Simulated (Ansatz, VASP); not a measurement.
# ZnPS3: VASP beside Ansatz, part 2 of 2

One calculation is typed for both programs; each brings its own data sets. How far apart do they land? The cell is taken from a series of runs on this material, whose earlier steps may have relaxed, scaled, displaced or heated it; both programs get it as it stands.

VASP 6.6.1 and Ansatz 0.2.0.

So far: The starting structure; Ansatz: G0W0 gap, LDA.

## 3. VASP: G0W0 gap, LDA

Level of this step: G0W0 on LDA; plane waves and PAW (Zn_sv_GW, P_GW, S_GW) (VASP).

The same cell, functional (in two slightly different forms) and mesh now go to VASP, with its own data sets.

Lines of VASP's logs that name or quote its potential files are left out, and so is its time.

The run reads the wave functions of an earlier VASP run, which isn't shown here.

The input, INCAR:

```
SYSTEM = ZnPS3
PREC = Accurate
ENCUT = 430
ISMEAR = 0
SIGMA = 0.01
LREAL = .FALSE.
GGA = CA
NBANDS = 408
ALGO = EVGW0
NELMGW = 1
ENCUTGW = 90
NOMEGA = 64
PRECFOCK = Fast
NBANDSGW = 56
LWAVE = .FALSE.
LCHARG = .FALSE.
```

The input, POSCAR:

```
ZnPS3
1.0
    2.9240690911     -5.0688577610      0.0003371582
    2.9240690911      5.0688577610      0.0003371582
   -1.9310533625      0.0000000000      6.3013118549
Zn P S
2 2 6
Direct
    0.6674069794      0.3325930206      0.0000000000
    0.3325930206      0.6674069794      0.0000000000
    0.9420055719      0.9420055719      0.8265363257
    0.0579944281      0.0579944281      0.1734636743
    0.5801601651      0.9164309796      0.7487702062
    0.0835690204      0.4198398349      0.2512297938
    0.7466137585      0.7466137585      0.2506205515
    0.2533862415      0.2533862415      0.7493794485
    0.4198398349      0.0835690204      0.2512297938
    0.9164309796      0.5801601651      0.7487702062
```

The input, KPOINTS:

```
Automatic mesh
0
Gamma
4 4 2
0 0 0
```

The projector-augmented-wave data sets are Zn_sv_GW, P_GW and S_GW (LDA family, release 64).

Run with:

```sh
mpirun -np 8 vasp_std
```

Numbers of over 12 decimals in the logs are rounded to 6 here.

The log of the run:

```text
[banner, memory and clock lines left out]
running    8 mpi-ranks, on    1 nodes
 distrk:  each k-point on    8 cores,    1 groups
 distr:  one band on    1 cores,    8 groups

 POSCAR found type information on POSCAR ZnP S
 POSCAR found :  3 types and      10 ions
|                                                                             |
|           W    W    AA    RRRRR   N    N  II  N    N   GGGG   !!!           |
|           W    W   A  A   R    R  NN   N  II  NN   N  G    G  !!!           |
|           W    W  A    A  R    R  N N  N  II  N N  N  G       !!!           |
|           W WW W  AAAAAA  RRRRR   N  N N  II  N  N N  G  GGG   !            |
|           WW  WW  A    A  R   R   N   NN  II  N   NN  G    G                |
|           W    W  A    A  R    R  N    N  II  N    N   GGGG   !!!           |
|                                                                             |
|     For optimal performance we recommend to set                             |
|       NCORE = 2 up to number-of-cores-per-socket                            |
|     NCORE specifies how many cores store one orbital (NPAR=cpu/NCORE).      |
|     This setting can greatly improve the performance of VASP for DFT.       |
|     The default, NCORE=1 might be grossly inefficient on modern             |
|     multi-core architectures or massively parallel machines. Do your        |
|     Unfortunately you need to use the default for GW and RPA                |
|     calculations (for HF NCORE is supported but not extensively tested      |
|     yet).                                                                   |
|                                                                             |

|                                                                             |
|           W    W    AA    RRRRR   N    N  II  N    N   GGGG   !!!           |
|           W    W   A  A   R    R  NN   N  II  NN   N  G    G  !!!           |
|           W    W  A    A  R    R  N N  N  II  N N  N  G       !!!           |
|           W WW W  AAAAAA  RRRRR   N  N N  II  N  N N  G  GGG   !            |
|           WW  WW  A    A  R   R   N   NN  II  N   NN  G    G                |
|           W    W  A    A  R    R  N    N  II  N    N   GGGG   !!!           |
|                                                                             |
|     The default for ENCUTGWSOFT is different in this version of VASP.       |
|     please manually set ENCUTGWSOFT =90 in the INCAR file.                  |
|                                                                             |

 LDA part: xc-table for (Slater(with rela. corr.)+CA(PZ))
 , standard interpolation
 found WAVECAR, reading the header
 POSCAR, INCAR and KPOINTS ok, starting setup
 FFT: planning ... GRIDC
 FFT: planning ... GRID_SOFT
 FFT: planning ... GRID
 reading WAVECAR
 the WAVECAR file was read successfully
 initial charge from wavefunction
 available memory per node:    133.77 GB, setting MAXMEM to    136979

 The Fermi energy was updated, please check that it is located mid-gap
 values below the HOMO (VB) or above the LUMO (CB) will cause erroneous energies
 E-fermi :   5.3739

 calculate exact exchange contribution
 the WAVEDER file was read successfully
|                                                                             |
|           W    W    AA    RRRRR   N    N  II  N    N   GGGG   !!!           |
|           W    W   A  A   R    R  NN   N  II  NN   N  G    G  !!!           |
|           W    W  A    A  R    R  N N  N  II  N N  N  G       !!!           |
|           W WW W  AAAAAA  RRRRR   N  N N  II  N  N N  G  GGG   !            |
|           WW  WW  A    A  R   R   N   NN  II  N   NN  G    G                |
|           W    W  A    A  R    R  N    N  II  N    N   GGGG   !!!           |
|                                                                             |
|     Automatic setting of frequency mesh for GW failed. Frequency mesh       |
|     properly not suitable for determining QP energies. Consider             |
|     increasing number of kpoints.                                           |
|                                                                             |

energies w=
    0.000    0.000    1.309    0.000    2.615    0.000    3.915    0.000
    5.208    0.000    6.491    0.000    7.762    0.000    9.020    0.000
   10.262    0.000   11.489    0.000   12.701    0.000   13.896    0.000
   15.075    0.000   16.239    0.000   17.389    0.000   18.525    0.000
   19.649    0.000   20.762    0.000   21.865    0.000   22.961    0.000
   24.052    0.000   25.138    0.000   26.223    0.000   27.308    0.000
   28.396    0.000   29.490    0.000   30.590    0.000   31.702    0.000
   32.826    0.000   33.967    0.000   35.127    0.000   36.311    0.000
   37.521    0.000   38.763    0.000   40.040    0.000   41.359    0.000
   42.724    0.000   44.141    0.000   45.619    0.000   47.164    0.000
   48.786    0.000   50.495    0.000   52.303    0.000   54.224    0.000
   56.273    0.000   58.469    0.000   60.834    0.000   63.395    0.000
   66.181    0.000   69.232    0.000   72.592    0.000   76.318    0.000
   80.481    0.000   85.167    0.000   90.491    0.000   96.598    0.000
  103.681    0.000  111.998    0.000  121.907    0.000  133.914    0.000
  148.763    0.000  167.587    0.000  192.208    0.000  225.753    0.000
 responsefunction array rank=     376
 LDA part: xc-table for (Slater(with rela. corr.)+CA(PZ))
 , standard interpolation

 min. memory requirement per mpi rank    532.2 MB, per node   4257.9 MB

 allocating   8 responsefunctions rank=   376
 shmem allocating  64 responsefunctions rank=   376
 response function shared by NCSHMEM nodes    1
 Doing            8  frequencies on each core in blocks of           64
NQ=   1    0.0000    0.0000    0.0000,
|.........|.........|.........|.........|.........|.........|.........|.........
 performed       1644000 updates of chi_q(r,r)
 total number of BLAS operations       1752.41 Gflops
NQ=   2    0.2500    0.0000   -0.0000,
|.........|.........|.........|.........|.........|.........|.........|.........
 performed       4110000 updates of chi_q(r,r)
 total number of BLAS operations       4381.48 Gflops
NQ=   3    0.5000    0.0000   -0.0000,
|.........|.........|.........|.........|.........|.........|.........|.........
 performed       6028000 updates of chi_q(r,r)
 total number of BLAS operations       6348.44 Gflops
NQ=   4    0.2500    0.2500   -0.0000,
|.........|.........|.........|.........|.........|.........|.........|.........
 performed       8129000 updates of chi_q(r,r)
 total number of BLAS operations       8395.85 Gflops
NQ=   5    0.5000    0.2500   -0.0000,
|.........|.........|.........|.........|.........|.........|.........|.........
 performed      10595000 updates of chi_q(r,r)
 total number of BLAS operations      10868.84 Gflops
NQ=   6   -0.2500    0.2500    0.0000,
|.........|.........|.........|.........|.........|.........|.........|.........
 performed      12604000 updates of chi_q(r,r)
 total number of BLAS operations      12999.15 Gflops
NQ=   7    0.5000    0.5000   -0.0000,
|.........|.........|.........|.........|.........|.........|.........|.........
 performed      14248000 updates of chi_q(r,r)
 total number of BLAS operations      14610.49 Gflops
NQ=   8    0.0000    0.0000    0.5000,
|.........|.........|.........|.........|.........|.........|.........|.........
 performed      15892000 updates of chi_q(r,r)
 total number of BLAS operations      16450.39 Gflops
NQ=   9    0.2500    0.0000    0.5000,
|.........|.........|.........|.........|.........|.........|.........|.........
 performed      18358000 updates of chi_q(r,r)
 total number of BLAS operations      19137.39 Gflops
NQ=  10    0.5000    0.0000    0.5000,
|.........|.........|.........|.........|.........|.........|.........|.........
 performed      20276000 updates of chi_q(r,r)
 total number of BLAS operations      21170.84 Gflops
NQ=  11    0.2500    0.2500    0.5000,
|.........|.........|.........|.........|.........|.........|.........|.........
 performed      22377000 updates of chi_q(r,r)
 total number of BLAS operations      23325.20 Gflops
NQ=  12    0.5000    0.2500    0.5000,
|.........|.........|.........|.........|.........|.........|.........|.........
 performed      24843000 updates of chi_q(r,r)
 total number of BLAS operations      25840.29 Gflops
NQ=  13   -0.2500    0.2500    0.5000,
|.........|.........|.........|.........|.........|.........|.........|.........
 performed      26852000 updates of chi_q(r,r)
 total number of BLAS operations      27994.08 Gflops
NQ=  14    0.5000    0.5000    0.5000,
|.........|.........|.........|.........|.........|.........|.........|.........
 performed      28496000 updates of chi_q(r,r)
 total number of BLAS operations      29756.10 Gflops
 resolving degeneracies of screened two electron integrals

 calculate QP shifts <psi_nk| G(iteration)W_0 |psi_nk>: iteration 1
 entering main loop
```

OUTCAR, selected parts (step 3):

```text
ion  position               nearest neighbor table
   1  0.667  0.333  0.000-   9 2.50  10 2.50   5 2.50   6 2.50   7 2.51   8 2.51
   2  0.333  0.667  0.000-   5 2.50   6 2.50   9 2.50  10 2.50   7 2.51   8 2.51
   3  0.942  0.942  0.827-   5 2.03  10 2.03   8 2.03   4 2.19
   4  0.058  0.058  0.173-   6 2.03   9 2.03   7 2.03   3 2.19
   5  0.580  0.916  0.749-   3 2.03   2 2.50   1 2.50
   6  0.084  0.420  0.251-   4 2.03   2 2.50   1 2.50
   7  0.747  0.747  0.251-   4 2.03   2 2.51   1 2.51
   8  0.253  0.253  0.749-   3 2.03   2 2.51   1 2.51
   9  0.420  0.084  0.251-   4 2.03   1 2.50   2 2.50
  10  0.916  0.580  0.749-   3 2.03   1 2.50   2 2.50

  LATTYP: Found a base centered monoclinic cell.
 ALAT       =     5.8481382211
 B/A-ratio  =     1.7334945138
 C/A-ratio  =     1.1269503294
 COS(beta)  =    -0.2928926223

 Subroutine GETGRP returns: Found  4 space group operations
 (whereof  4 operations were pure point group operations)

The static configuration has the point symmetry C_2h.

 Found     14 irreducible k-points:

   k-points           NKPTS =     14   k-points in BZ     NKDIM =     32   number of bands    NBANDS=    408

   dimension x,y,z NGX =    40 NGY =   40 NGZ =   48
   dimension x,y,z NGXF=    80 NGYF=   80 NGZF=   96

   ENCUT  =  430.0 eV  31.60 Ry    5.62 a.u.   9.89  9.89 11.14*2*pi/ulx,y,z

   NELECT =      86.0000    total number of electrons

  energy-cutoff  :      430.00
  volume of cell :      186.80
      direct lattice vectors                 reciprocal lattice vectors
     2.924069091 -5.068857761  0.000337158     0.170988550 -0.098641553  0.052399885
     2.924069091  5.068857761  0.000337158     0.170988550  0.098641553  0.052399885
    -1.931053362  0.000000000  6.301311855    -0.000018298  0.000000000  0.158691506

 k-points in reciprocal lattice and weights: Automatic mesh
   0.00000000  0.00000000  0.00000000       0.031
   0.25000000  0.00000000 -0.00000000       0.125
   0.50000000  0.00000000 -0.00000000       0.062
   0.25000000  0.25000000 -0.00000000       0.062
   0.50000000  0.25000000 -0.00000000       0.125
  -0.25000000  0.25000000  0.00000000       0.062
   0.50000000  0.50000000 -0.00000000       0.031
   0.00000000  0.00000000  0.50000000       0.031
   0.25000000  0.00000000  0.50000000       0.125
[...]
-0.25000000  0.25000000  0.50000000       0.062
   0.50000000  0.50000000  0.50000000       0.031

 E-fermi :   5.3739

 QP shifts <psi_nk| G(iteration)W_0 |psi_nk>: iteration 1
 for sc-GW calculations column KS-energies equals QP-energies in previous step
 and V_xc(KS)=  KS-energies - (<T + V_ion + V_H > + <T+V_H+V_ion>^1  + <V_x>^1)
 k-point   1 :       0.0000    0.0000    0.0000
  band No.  KS-energies  QP-energies   sigma(KS)   V_xc(KS)     V^pw_x(r,r')   Z            occupation Imag(sigma)
    ...
     40       3.4306       2.9756     -14.3158     -13.7315     -16.2721       0.7787       2.0000       0.3884
     41       3.5154       3.0435     -14.4286     -13.8223     -16.4351       0.7783       2.0000       0.3941
     42       3.9317       3.4230     -15.5723     -14.9200     -17.6342       0.7798       2.0000       0.3679
     43       3.9816       3.4749     -15.6292     -14.9795     -17.6768       0.7798       2.0000       0.3650
     44       6.4557       7.4956     -11.5622     -12.8655      -7.9204       0.7978       0.0000      -0.3594
     45       7.5665       8.6783     -11.3914     -12.7988      -7.4886       0.7900       0.0000      -0.4348
     46       7.6628       8.6565     -10.6648     -11.9113      -6.8785       0.7972       0.0000      -0.4057
     47       7.9790       8.9841     -10.7861     -12.0559      -6.8414       0.7915       0.0000      -0.4410
    ...

 k-point   2 :       0.2500    0.0000   -0.0000
  band No.  KS-energies  QP-energies   sigma(KS)   V_xc(KS)     V^pw_x(r,r')   Z            occupation Imag(sigma)
    ...
     40       3.2803       2.7174     -14.9497     -14.2254     -17.1526       0.7772       2.0000       0.4142
     41       3.4144       2.8394     -15.1096     -14.3691     -17.3374       0.7765       2.0000       0.4136
     42       3.5165       2.9966     -14.6673     -13.9992     -16.7623       0.7782       2.0000       0.4023
     43       3.7472       3.2338     -15.3530     -14.6943     -17.4054       0.7794       2.0000       0.3739
     44       7.2640       8.3314     -11.7989     -13.1518      -8.0393       0.7890       0.0000      -0.4074
     45       7.7156       8.7253     -11.1107     -12.3885      -7.2324       0.7902       0.0000      -0.4392
     46       7.8810       8.9499     -11.2366     -12.5913      -7.3969       0.7891       0.0000      -0.4345
     47       7.9604       9.0365     -11.7712     -13.1221      -8.0369       0.7966       0.0000      -0.3965
    ...

 k-point   3 :       0.5000    0.0000   -0.0000
  band No.  KS-energies  QP-energies   sigma(KS)   V_xc(KS)     V^pw_x(r,r')   Z            occupation Imag(sigma)
    ...
     40       3.1823       2.6462     -14.5926     -13.9035     -16.7285       0.7778       2.0000       0.4170
     41       3.2756       2.7163     -15.0888     -14.3675     -17.3244       0.7754       2.0000       0.4213
     42       3.6999       3.1848     -14.9014     -14.2412     -16.8983       0.7803       2.0000       0.3727
     43       4.1061       3.5769     -15.3696     -14.6886     -17.4935       0.7772       2.0000       0.3787
     44       7.0566       8.0529     -11.2968     -12.5417      -7.6704       0.8004       0.0000      -0.3680
     45       7.2749       8.3055     -11.1175     -12.4223      -7.4110       0.7898       0.0000      -0.4129
     46       7.6402       8.5717     -10.9425     -12.1141      -7.2352       0.7950       0.0000      -0.4064
     47       7.6818       8.7592     -11.8187     -13.1856      -7.9878       0.7882       0.0000      -0.4363
    ...

 k-point   4 :       0.2500    0.2500   -0.0000
  band No.  KS-energies  QP-energies   sigma(KS)   V_xc(KS)     V^pw_x(r,r')   Z            occupation Imag(sigma)
    ...
     40       3.2881       2.7153     -14.6804     -13.9424     -16.9176       0.7761       2.0000       0.4257
     41       3.4289       2.9424     -14.5251     -13.9008     -16.4527       0.7792       2.0000       0.3800
     42       3.5332       2.9861     -15.3267     -14.6240     -17.4976       0.7785       2.0000       0.3961
     43       4.0951       3.5719     -15.2198     -14.5468     -17.3144       0.7774       2.0000       0.3778
     44       6.8736       7.8679     -10.8951     -12.1469      -7.2495       0.7943       0.0000      -0.3896
     45       7.0115       7.9948     -11.3197     -12.5610      -7.6239       0.7922       0.0000      -0.4019
     46       7.3187       8.3645     -11.5117     -12.8228      -7.8347       0.7976       0.0000      -0.3734
     47       7.7486       8.7430     -11.1630     -12.4139      -7.4017       0.7950       0.0000      -0.4103
    ...

[... 4 further parts left out ...]
```

## 4. Differences

Known differences besides the potentials themselves: the two LDA forms differ slightly; fixed occupations in Ansatz, narrow Gaussian smearing in VASP; the data sets hold 70 valence electrons in Ansatz (on its default PAW (the set named soft_2) files) and 86 in VASP; the cutoff is 420 eV in Ansatz and 430 eV in VASP; VASP's log shows a relativistic correction to its local exchange, Ansatz's none; Ansatz integrates over frequency by contour deformation, VASP on a grid of NOMEGA points; Ansatz's G0W0 levels solve the quasiparticle equation, VASP's are linearised. Total energies have different zeros and are not compared.

The two programs side by side:

```csv
quantity,Ansatz,VASP,difference
G0W0 gap on the mesh (eV),3.43,3.72,-0.29
Kohn-Sham gap under it (eV),2.15,2.16,-0.02
```

VASP's log warns that its frequency grid doesn't suit quasiparticle energies on this mesh.

## 5. Results

| Quantity | Value |
| --- | --- |
| difference in G0W0 gap on the mesh (G0W0 gap, LDA) | -0.29 eV |

The difference in G0W0 gap on the mesh is -0.29 eV (G0W0 gap, LDA). The data sets hold unlike numbers of valence electrons (70 in Ansatz and 86 in VASP), so part of the differences comes from the potentials. Part of the difference in the G0W0 gap can come from VASP's linearised levels. Such differences can come from data sets, numerical settings and the points named under the comparisons, not from the functional's error against experiment.

[Lines on the potential files, build, host, timing and source positions are cut from VASP's logs without a mark.]

[Logs are printed without paths, hosts, clocks, repeated set-up lines and the standing remarks that a program may print on its own settings, such as how far it seeks lower states.]

[Hosts, paths, dates, database ids (printed as entryN), source tags and the programs' standing remarks are cut or masked in the printed files.]
